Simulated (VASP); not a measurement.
Runs of VASP 6.6.1 on Si2MoN4. The cell holds a sheet with vacuum, 7 atoms: a = 2.893 Å, b = 2.893 Å, c = 23.000 Å, α = 90.00°, β = 90.00°, γ = 120.00°. The cell was built by a generator and needn't be a form met in nature.

```tsv
task	level	spin	cell	k mesh	cutoff (eV)	dipole correction	grid for exact exchange (PRECFOCK)	screening parameter	exchange at q = 0	gap on the mesh (eV)	largest force (eV/Å)
work function	r2SCAN	off	P-6m2, 23.82 Å³/atom	18 × 18 × 1	520	yes	-	-	-	(a)	0.27
relaxation of cell and atoms	PBE+D3(BJ)	off	relaxed	18 × 18 × 1	600	no	-	-	-	1.80	-
work function	PBE	non-collinear, zero start, SOC	P-6m2, 23.82 Å³/atom	18 × 18 × 1	520	yes	-	-	-	-	0.12
work function	HSE06	off	P-6m2, 23.82 Å³/atom	12 × 12 × 1	520	yes	Fast	0.2 1/A	-	2.38	0.33
work function	PBE0	off	P-6m2, 23.82 Å³/atom	12 × 12 × 1	520	yes	Fast	-	default	(b)	0.34
work function	PBE	off	P-6m2, 23.82 Å³/atom	18 × 18 × 1	520	yes	-	-	-	1.80	0.12
```

Alike in all rows: potentials or basis VASP PAW PBE potentials, release 64 (N, Si, Mo_sv); smearing gaussian 0.03 eV.

**Question.** Fill in the values left out.

**Answer.** (a) 1.89; (b) 3.04.

Caveats: the PAW data sets were made with another functional, which shifts forces and pressure a little (some runs).

A k mesh can miss the band edges, and rows without SOC leave out spin-orbit coupling on Mo.
